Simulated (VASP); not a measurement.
An input for Ansatz (written as the equivalent of a VASP run, and not itself run):

Ansatz 0.2 input:
```yaml
crystal:
  lattice:
    - [0.0000000, 3.2577022, 3.2577022]
    - [3.2577022, 0.0000000, 3.2577022]
    - [3.2577022, 3.2577022, 0.0000000]
  atoms:
    - { symbol: Hg, position: [0.0000000, 0.0000000, 0.0000000] }
    - { symbol: Te, position: [0.2500000, 0.2500000, 0.2500000] }
kpoints:
  mp_grid: { grid: [10, 10, 10] }
hamiltonian:
  xc: pbesol
  pseudopotentials: { kind: paw }
scf:
  occupations: { method: methfessel_paxton, width: 0.1 }
  max_iter: 100
output: { forces: true, stress: true, eigenvalues: true }
```

### Question
Translate this input to VASP (INCAR, KPOINTS, POSCAR, choice of POTCAR).

### Answer
One answer among several that fit: 
### KPOINTS
```
kpoints
0
Gamma
10 10 10
```

File POSCAR:
```
HgTe
6.5154040
  0.0000000000   0.5000000262   0.5000000262
  0.5000000262   0.0000000000   0.5000000262
  0.5000000262   0.5000000262   0.0000000000
Hg Te
1 1
direct
  0.0000000000   0.0000000000   0.0000000000
  0.2500000000   0.2500000000   0.2500000000
```

INCAR:
```
SYSTEM = HgTe
PREC = Accurate
ENCUT = 480
EDIFF = 1E-7
NELM = 100
ALGO = Normal
LREAL = .FALSE.
LASPH = .TRUE.
ISMEAR = 1
SIGMA = 0.1
GGA = PS
LMAXMIX = 6
LWAVE = .FALSE.
LCHARG = .FALSE.
ISIF = 2
```

POTCAR, in this order: Hg Te (PBE.64 set). Program: vasp_std.

What does not carry over: each code has its own PAW files, so the cut-off isn't converted (ENCUT is set for VASP's; basis.ecutwfc is left out, and Ansatz then takes the one that its files recommend); Ansatz stops its SCF on the density residual and VASP on the energy change (EDIFF).

The compound is HgTe in the zinc blende structure. It was relaxed first.
